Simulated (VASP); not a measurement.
An input for Ansatz (written as the equivalent of a VASP run, and not itself run):

Ansatz 0.2 input:
```yaml
crystal:
  lattice:
    - [0.0000000, 2.2660700, 2.2660700]
    - [2.2660700, 0.0000000, 2.2660700]
    - [2.2660700, 2.2660700, 0.0000000]
  atoms:
    - { symbol: B, position: [0.0085260, -0.0010270, -0.0004420] }
    - { symbol: P, position: [0.2414740, 0.2510270, 0.2504420] }
kpoints:
  mp_grid: { grid: [8, 8, 8] }
hamiltonian:
  xc: hse06
  pseudopotentials: { kind: paw }
scf:
  occupations: { method: fermi_dirac, width: 0.01 }
  max_iter: 100
output: { forces: true, stress: true, eigenvalues: true }
```

### Question
Write the VASP files for the same calculation (HSE06).

### Answer
This is not unique; one that fits is 
**INCAR**
```
SYSTEM  =  BP
PREC  =  Accurate; ENCUT  =  400; LREAL  =  .FALSE.
LASPH  =  .TRUE.; ISYM  =  3
EDIFF  =  1E-6; NELM  =  100; ALGO  =  Normal
ISMEAR  =  -1; SIGMA  =  0.01
GGA  =  PE; LHFCALC  =  .TRUE.; AEXX  =  0.25
HFSCREEN  =  0.2; PRECFOCK  =  Fast
ISIF  =  2
LWAVE  =  .FALSE.; LCHARG  =  .FALSE.
```

POSCAR:
```
BP
1.0
  0.0000000000   2.2660700000   2.2660700000
  2.2660700000   0.0000000000   2.2660700000
  2.2660700000   2.2660700000   0.0000000000
B P
1 1
Cart
 -0.0033288568   0.0183189099   0.0169932589
  1.1363638568   1.1147160901   1.1160417411
```

### KPOINTS
```
Automatic mesh
0
Gamma
8 8 8
0 0 0
```

POTCAR, in this order: B P (PBE.64 set). Program: vasp_std.

Limits of the translation: each code has its own PAW files, so the cut-off isn't converted (ENCUT is set for VASP's; basis.ecutwfc is left out, and Ansatz then takes the one that its files recommend); Ansatz stops its SCF on the density residual and VASP on the energy change (EDIFF); Ansatz's hse06 screens at 0.11 per bohr (0.208 per Å), slightly more than HFSCREEN = 0.2.

The structure comes from a computed database's BP entry; how it stands against other phases isn't given here. The cell was not relaxed at this level, atoms are displaced from their ideal sites.
